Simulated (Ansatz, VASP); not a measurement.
# Si2O in two plane-wave programs, part 2 of 2

Aim: how closely do two programs agree when they are given the same cell, functional and k mesh? Of the first pair: The structure shown is frame 165 of Ansatz's trajectory.

VASP 6.6.1 and Ansatz 0.2.0.

So far. Step 4 (Comparison): The forces differ by 29 meV/Å r.m.s., which is 1.5 % of the r.m.s. force of 1.850 eV/Å (both taken over all components).

### Step 6. VASP: single point, PBE, pair 2

Level of this step: PBE; plane waves and PAW (Si, O) (VASP).

The same cell, functional, mesh and smearing now go to VASP, with its own data sets.

File INCAR:

```
SYSTEM = Si2O
PREC = Accurate
ENCUT = 520
EDIFF = 1E-06
NELM = 120
ISMEAR = -1
SIGMA = 0.1
LREAL = Auto
ALGO = Normal
GGA = PE
NBANDS = 112
LORBIT = 11
LWAVE = .FALSE.
LCHARG = .FALSE.
ISIF = 2
LASPH = .TRUE.
GGA_COMPAT = .FALSE.
EFERMI = MIDGAP
```

File POSCAR:

```
Si2O
1.0
    8.6787297957      0.0000000000      0.0000000000
    0.0000000000      8.6787297957      0.0000000000
    0.0000000000      0.0000000000      8.6787297957
Si O
24 12
Direct
    0.8637925338      0.7191302353      0.4888543715
    0.2671544171      0.9402546211      0.6112198588
    0.3911106901      0.1039395189      0.0900525789
    0.9816170339      0.4520554381      0.4222887550
    0.7139431859      0.3536349296      0.2251116288
    0.6592431306      0.0895981346      0.3359866096
    0.7705064171      0.8928675258      0.2266615100
    0.7661995657      0.9807472061      0.7643509997
    0.4781602951      0.6603866159      0.0230540649
    0.7249668037      0.3997558493      0.9250676296
    0.2362693676      0.4131263542      0.0081259823
    0.3030703872      0.5675524087      0.2455948106
    0.1134868838      0.7659557512      0.8723442460
    0.9515293360      0.0984298652      0.5971672263
    0.6823398285      0.0539248502      0.0169097561
    0.0546887634      0.9710106195      0.1969144149
    0.3296115984      0.4078924086      0.5038594475
    0.5820277989      0.7767762286      0.6590068057
    0.1290926237      0.2226409907      0.2829709022
    0.4398000733      0.4623972741      0.7228776731
    0.0125672768      0.3899890974      0.1597066894
    0.9228239598      0.6255977692      0.7251207433
    0.5162575752      0.0611537647      0.6436113500
    0.1229077325      0.7482462472      0.3514507390
    0.5772272116      0.4052665635      0.8124778817
    0.4427687105      0.6832736057      0.1961107259
    0.1619254238      0.5539511096      0.5292412724
    0.0366519073      0.9215580146      0.9888509266
    0.7412118993      0.2702807963      0.3964516791
    0.2617767869      0.2357448668      0.4124026308
    0.8508339554      0.4869100778      0.2796493332
    0.4330510442      0.6432912571      0.7403056843
    0.0115854747      0.2958671442      0.5121843985
    0.6389370485      0.4668188889      0.1005701319
    0.8619011279      0.4770775329      0.8544722758
    0.1394704097      0.0968802145      0.6696751871
```

File KPOINTS:

```
Automatic mesh
0
Gamma
1 1 1
0 0 0
```

The projector-augmented-wave data sets are Si and O (PBE family, release 64).

Run with:

```
> mpirun -np 4 vasp_gam
```

Numbers of over 12 decimals in the logs are rounded to 6 here.

Log:

```text
[... set-up lines as in an earlier step ...]
 entering main loop
       N       E                     dE             d eps       ncg     rms          rms(c)
DAV:   1     0.120417517915E+04    0.12042E+04   -0.84398E+04   224   0.137E+03
DAV:   2    -0.745464595527E+02   -0.12787E+04   -0.12184E+04   296   0.279E+02
DAV:   3    -0.219100907969E+03   -0.14455E+03   -0.14188E+03   280   0.966E+01
DAV:   4    -0.223015908286E+03   -0.39150E+01   -0.38914E+01   272   0.172E+01
[...]
DAV:  17    -0.201107374351E+03   -0.99244E-05   -0.24443E-05   248   0.162E-02    0.772E-03
DAV:  18    -0.201107375944E+03   -0.15935E-05   -0.42007E-06   256   0.809E-03    0.481E-03
DAV:  19    -0.201107376358E+03   -0.41355E-06   -0.36495E-06   224   0.661E-03
   1 F= -.20110738E+03 E0= -.20088167E+03  d E =-.451407E+00
```

Parts of OUTCAR (step 6):

```text
  Total        2.2698293     -5.3424745      7.0047366     -1.0448806     -7.9884276      4.9852752
  in kB        5.5633359    -13.0943680     17.1685607     -2.5609952    -19.5795805     12.2188749
  external PRESSURE =       3.2125095 kB  Pullay stress =       0.0000000 kB

 POSITION                                       TOTAL-FORCE (eV/Angst)
 -----------------------------------------------------------------------------------
      7.49662      6.24114      4.24263        -0.233269      0.831577     -1.079870
      2.31856      8.16022      5.30461        -2.162867      0.408342      1.184058
      3.39434      0.90206      0.78154         0.480577      0.140252      0.670766
      8.51919      3.92327      3.66493         1.930599      3.485368      1.395026
      6.19612      3.06910      1.95368         2.021366     -2.477861      0.677648
      5.72139      0.77760      2.91594        -1.777897      1.163638      1.795813
      6.68702      7.74896      1.96713         1.486546     -0.348126     -0.625623
      6.64964      8.51164      6.63360        -1.004040      0.173067      0.581129
      4.14982      5.73132      0.20008         0.954932      0.134744     -3.130068
      6.29179      3.46937      8.02841        -3.403549     -4.442985      3.751982
      2.05052      3.58541      0.07052         0.644416      0.635611     -0.113408
      2.63027      4.92563      2.13145        -1.827869     -1.788983      0.991280
      0.98492      6.64752      7.57084         0.568079      2.208469      0.787987
      8.25807      0.85425      5.18265         2.254115      1.038825     -0.960090
[...]
-----------------------------------------------------------------------------------
    total drift:                                0.005514      0.003636     -0.003458

  FREE ENERGIE OF THE ION-ELECTRON SYSTEM (eV)
  ---------------------------------------------------
  free  energy   TOTEN  =      -201.1073763577 eV

  energy  without entropy=     -200.6559688780  energy(sigma->0) =     -200.88167262

[... 2 parts as in an earlier step ...]

[... 1 further part left out ...]
[key lines of the parts left out:]
E-fermi :   4.4120
```

The run ends at a pressure of 0.32 GPa, with forces up to 6.7 eV/Å.

### Step 7. Side by side

Forces on 7 of the 36 atoms, those with the largest forces and the largest differences (eV/Å; atoms numbered as in POSCAR):

| atom | Ansatz x, y, z | VASP x, y, z |
| --- | --- | --- |
| Si4 | 1.932, 3.412, 1.422 | 1.931, 3.485, 1.395 |
| Si10 | -3.353, -4.350, 3.738 | -3.404, -4.443, 3.752 |
| Si17 | -3.004, 0.760, -4.312 | -2.934, 0.749, -4.278 |
| Si20 | -4.426, -0.371, -0.036 | -4.479, -0.488, -0.081 |
| O25 | 3.498, -2.050, 1.475 | 3.510, -2.054, 1.471 |
| O26 | 0.725, 2.084, 3.536 | 0.714, 2.113, 3.595 |
| O35 | 3.917, 3.426, -3.076 | 3.986, 3.497, -3.128 |

The forces differ by 35 meV/Å r.m.s., which is 2.0 % of the r.m.s. force of 1.795 eV/Å (both taken over all components).

### Step 8. Ansatz: dynamics, PBE

One frame of this run of dynamics is then solved in both programs, so the motion causes no difference.

The structure compared here is frame 495 of Ansatz's trajectory.

File input.yaml:

```yaml
crystal:
  lattice:
    - [8.6787297957, 0.0, 0.0]
    - [0.0, 8.6787297957, 0.0]
    - [0.0, 0.0, 8.6787297957]
  atoms:
    - { symbol: Si, position: [0.7256684, 0.7845352, 0.48288656] }
    - { symbol: Si, position: [0.24606642, -0.16580721, 0.54348529] }
    - { symbol: Si, position: [0.35766271, -0.05847918, 0.05048377] }
    - { symbol: Si, position: [1.09589551, 0.57231647, 0.3453336] }
    - { symbol: Si, position: [0.78589945, 0.4479606, 0.40033992] }
    - { symbol: Si, position: [0.77879311, 0.1276098, 0.5002096] }
    - { symbol: Si, position: [0.77023126, 0.95989519, 0.2677068] }
    - { symbol: Si, position: [0.88257339, 0.94794252, -0.06570455] }
    - { symbol: Si, position: [0.72673296, 0.4902419, 0.11107685] }
    - { symbol: Si, position: [0.75404064, 0.39691396, 0.84707258] }
    - { symbol: Si, position: [0.13930495, 0.30418414, 0.89291027] }
    - { symbol: Si, position: [0.40497366, 0.57777729, 0.21555919] }
    - { symbol: Si, position: [0.22298113, 0.6970058, 0.80614009] }
    - { symbol: Si, position: [0.91583125, 0.94139271, 0.65254042] }
    - { symbol: Si, position: [0.62717023, 0.91374892, 0.98356905] }
    - { symbol: Si, position: [0.01970427, -0.04275591, 0.17080138] }
    - { symbol: Si, position: [0.31506707, 0.32454507, 0.32559315] }
    - { symbol: Si, position: [0.51805968, 0.88768151, 0.62729733] }
    - { symbol: Si, position: [0.21595395, 0.16347162, 0.11950101] }
    - { symbol: Si, position: [0.3659297, 0.45994991, 0.8362468] }
    - { symbol: Si, position: [0.19401468, 0.5251424, 1.05460248] }
    - { symbol: Si, position: [-0.0334413, 0.6500124, 0.67215573] }
    - { symbol: Si, position: [0.52132859, 0.15982085, 0.59678261] }
    - { symbol: Si, position: [0.24870621, 0.80512416, 0.270078] }
    - { symbol: O, position: [0.55436004, 0.42862759, 0.85102177] }
    - { symbol: O, position: [0.58073279, 0.61253825, 0.13568045] }
    - { symbol: O, position: [0.16925265, 0.4117568, 0.4213536] }
    - { symbol: O, position: [0.2602178, 0.8677014, 0.89764242] }
    - { symbol: O, position: [-0.14333607, 0.31034668, 0.50465438] }
    - { symbol: O, position: [0.39570099, 0.22389901, 0.46577035] }
    - { symbol: O, position: [0.69038686, 0.58963871, 0.48143128] }
    - { symbol: O, position: [0.57011788, 0.83457985, 0.80676841] }
    - { symbol: O, position: [0.91021523, 0.53864115, 0.28176439] }
    - { symbol: O, position: [0.68845697, 0.367236, 0.25593112] }
    - { symbol: O, position: [0.83602441, 0.55630733, 0.77121493] }
    - { symbol: O, position: [0.10120801, 0.95760868, 0.58226274] }
kpoints:
  mp_grid: { grid: [1, 1, 1] }
scf:
  occupations: { method: fermi_dirac, width: 0.1 }
  n_extra_bands: 24
hamiltonian:
  xc: pbe
  pseudopotentials: { kind: paw, azcp: { folder: soft_1 } }
output:
  forces: true
basis:
  ecutwfc: 320
md:
  timestep: 1.5
  n_steps: 495
  ensemble: nvt_langevin
  temperature: 3200
  seed: 1
```

Run with:

```
> ansatz run input.yaml --threads 8 --pin off --max-ram 23552MiB --backend cpu --events-out ev --progress --plain --runs-dir out
```

Log:

```text
[...]
Crystal: 36 atoms, lattice volume = 653.685 Å³
Basis set: ecut = 320 eV, 8409 PW (Γ), exchange–correlation on 108×108×108 points (8 copies of the dense FFT grid, shifted against one another)
Bands: 108, of which v1, the nominal top of the filled ones, is band 84 counted from 1 (83 counted from 0)
Symmetry: 1 space group operations
k-points: 1
[...]
SCF iter   1: F=—  HF=-22079.426503 eV  |F-HF|=—  |Δ(HF+E_count)|=         —  Δρ=5.35e-2  dr2=6.48e1  ethr=3.10e-3  ⟨swp⟩=11.0  Hψ=674  notcnv=0  defer=2
[...]
md step    67: t =   100.50 fs  T =  1905.0 K  F+E_penalty+E_count = -22056.37846171 eV  E_kin = 8.864717 eV  (6 SCF iters)
[...]
md step    70: t =   105.00 fs  T =  1817.0 K  F+E_penalty+E_count = -22055.41110303 eV  E_kin = 8.455325 eV  (8 SCF iters)
[...]
md step    71: t =   106.50 fs  T =  1925.7 K  F+E_penalty+E_count = -22055.24444389 eV  E_kin = 8.960781 eV  (6 SCF iters)
[...]
SCF 73 converged in 6 iterations: F = -22055.128053 eV  dr2 = 1.81e-8
[...]
```

### Step 9. VASP: single point, PBE, pair 3

The same cell, functional, mesh and smearing now go to VASP, with its own data sets.

INCAR is that of step 6.

File POSCAR:

```
Si2O
1.0
    8.6787297957      0.0000000000      0.0000000000
    0.0000000000      8.6787297957      0.0000000000
    0.0000000000      0.0000000000      8.6787297957
Si O
24 12
Direct
    0.8951708583      0.9262095018      0.4994182446
    0.1665234469      0.1620452570      0.7279560660
    0.3040820560      0.1604375332      0.0282797144
    0.0932604452      0.7917548030      0.6187444622
    0.8583527976      0.2807049024      0.1692589854
    0.5157048445      0.1047631418      0.2208461428
    0.6287583700      0.8975553086      0.3808336102
    0.6950218686      0.9098253069      0.8240540913
    0.3050070762      0.7255034029      0.0060062937
    0.7809718887      0.5279673533      0.8383883554
    0.2701054250      0.4128370262      0.9806783021
    0.4707019456      0.6218952689      0.3294283919
    0.0300810149      0.7562315171      0.1165507198
    0.8010827810      0.1646861048      0.7584208928
    0.4951592112      0.9787206423      0.9479065709
    0.1397707992      0.1305565476      0.2375457064
    0.3009917421      0.4083859140      0.4793893920
    0.4920593336      0.8693478398      0.6232388987
    0.9142924117      0.2123810792      0.4340314872
    0.4070443582      0.5450827611      0.7920624517
    0.0351556054      0.4574949438      0.1850277912
    0.9411199551      0.8186151853      0.8369754758
    0.5472455200      0.1458118907      0.5199174426
    0.2103734121      0.0017249303      0.5242974614
    0.6187013683      0.5501013527      0.7815756637
    0.3619758967      0.5960167123      0.1760976590
    0.3656891129      0.4191874947      0.6653146412
    0.0558115083      0.9568555763      0.1856659030
    0.6843427478      0.2059258719      0.1830933832
    0.1159542956      0.3025787254      0.4943239507
    0.7930079818      0.5273320068      0.0818302928
    0.4059668964      0.6905638430      0.6485672596
    0.7165405706      0.1709777853      0.5815620625
    0.7940731146      0.3300630469      0.7864906451
    0.9271944385      0.6137034019      0.7362449518
    0.0195027388      0.1400111805      0.8344836365
```

KPOINTS is that of step 6.

Run with:

```
> mpirun -np 4 vasp_gam
```

Log:

```text
[... set-up lines as in an earlier step ...]
 entering main loop
       N       E                     dE             d eps       ncg     rms          rms(c)
DAV:   1     0.119261728896E+04    0.11926E+04   -0.84601E+04   224   0.137E+03
DAV:   2    -0.797835730761E+02   -0.12724E+04   -0.12088E+04   288   0.279E+02
DAV:   3    -0.221358786676E+03   -0.14158E+03   -0.13854E+03   280   0.953E+01
DAV:   4    -0.225501593684E+03   -0.41428E+01   -0.40999E+01   264   0.177E+01
[...]
DAV:  18    -0.204118760491E+03   -0.56168E-05   -0.52467E-05   256   0.248E-02    0.116E-02
DAV:  19    -0.204118762657E+03   -0.21667E-05   -0.12268E-05   256   0.134E-02    0.582E-03
DAV:  20    -0.204118763301E+03   -0.64340E-06   -0.46822E-06   240   0.730E-03
   1 F= -.20411876E+03 E0= -.20393629E+03  d E =-.364955E+00
```

From OUTCAR (step 9):

```text
  Total       -2.6398059      5.5402620    -10.7258430     -3.1472547      5.6563947     -0.3759964
  in kB       -6.4701459     13.5791438    -26.2889666     -7.7138993     13.8637840     -0.9215645
  external PRESSURE =      -6.3933229 kB  Pullay stress =       0.0000000 kB

 POSITION                                       TOTAL-FORCE (eV/Angst)
 -----------------------------------------------------------------------------------
      7.76895      8.03832      4.33432        -0.062271      0.707691      0.085252
      1.44521      1.40635      6.31773         1.439023      0.988770      0.233128
      2.63905      1.39239      0.24543         1.320894     -0.544572     -0.690592
      0.80938      6.87143      5.36992         0.003364     -0.839011     -0.390413
      7.44941      2.43616      1.46895        -1.769082     -0.469173      0.314617
      4.47566      0.90921      1.91666         1.443520     -0.520306     -0.075003
      5.45682      7.78964      3.30515        -1.015352     -0.468788      0.031315
      6.03191      7.89613      7.15174         1.124095      0.838375     -1.761381
      2.64707      6.29645      0.05213         0.617386      0.596856      0.702146
      6.77784      4.58209      7.27615         4.654337     -2.819469      2.881319
      2.34417      3.58290      8.51104        -1.045530     -0.009267      0.840619
      4.08510      5.39726      2.85902         0.227898     -0.442356      0.581495
      0.26107      6.56313      1.01151         1.262878      2.026792     -1.097838
      6.95238      1.42927      6.58213         1.746201     -7.651821      0.368909
[...]
-----------------------------------------------------------------------------------
    total drift:                                0.014895      0.009042      0.002702

  FREE ENERGIE OF THE ION-ELECTRON SYSTEM (eV)
  ---------------------------------------------------
  free  energy   TOTEN  =      -204.1187633007 eV

  energy  without entropy=     -203.7538083622  energy(sigma->0) =     -203.93628583

[... 2 parts as in an earlier step ...]

[... 1 further part left out ...]
[key lines of the parts left out:]
E-fermi :   4.3633
```

The run ends at a pressure of -0.64 GPa, with forces up to 9.0 eV/Å.

### Step 10. Differences

Forces on 9 of the 36 atoms, those with the largest forces and the largest differences (eV/Å; atoms numbered as in POSCAR):

| atom | Ansatz x, y, z | VASP x, y, z |
| --- | --- | --- |
| Si2 | 1.338, 0.984, 0.290 | 1.439, 0.989, 0.233 |
| Si10 | 4.604, -2.740, 2.864 | 4.654, -2.819, 2.881 |
| Si14 | 1.741, -7.585, 0.357 | 1.746, -7.652, 0.369 |
| Si15 | -3.226, -0.703, 2.690 | -3.210, -0.708, 2.684 |
| Si20 | 2.849, 3.306, -0.052 | 2.869, 3.308, 0.009 |
| Si23 | -4.389, -1.430, -1.679 | -4.431, -1.436, -1.709 |
| O25 | -5.834, 0.877, -0.207 | -5.917, 0.897, -0.198 |
| O34 | 0.206, 8.501, 2.633 | 0.194, 8.589, 2.661 |
| O36 | -3.520, -0.135, -0.370 | -3.588, -0.168, -0.314 |

The forces differ by 29 meV/Å r.m.s., which is 1.5 % of the r.m.s. force of 1.954 eV/Å (both taken over all components).

### Step 11. What came out

- r.m.s. force difference (single point, PBE, pair 1): 1.5 % of the r.m.s. force
- r.m.s. force difference (single point, PBE, pair 2): 2.0 % of the r.m.s. force
- r.m.s. force difference (single point, PBE, pair 3): 1.5 % of the r.m.s. force

The r.m.s. force difference is 2.0 % of the r.m.s. force (single point, PBE, pair 2), within the 3 % picked in this series as the mark of a large difference. 6 further runs of this series are not shown here. How closely two codes agree says nothing of how well the functional describes the real material.

[Lines on the potential files, build, host, timing and source positions are cut from VASP's logs without a mark.]

[Logs are printed without paths, hosts, clocks, repeated set-up lines and the standing remarks that a program may print on its own settings, such as how far it seeks lower states.]

[Hosts, paths, dates, database ids (printed as entryN), source tags and the programs' standing remarks are cut or masked in the printed files.]
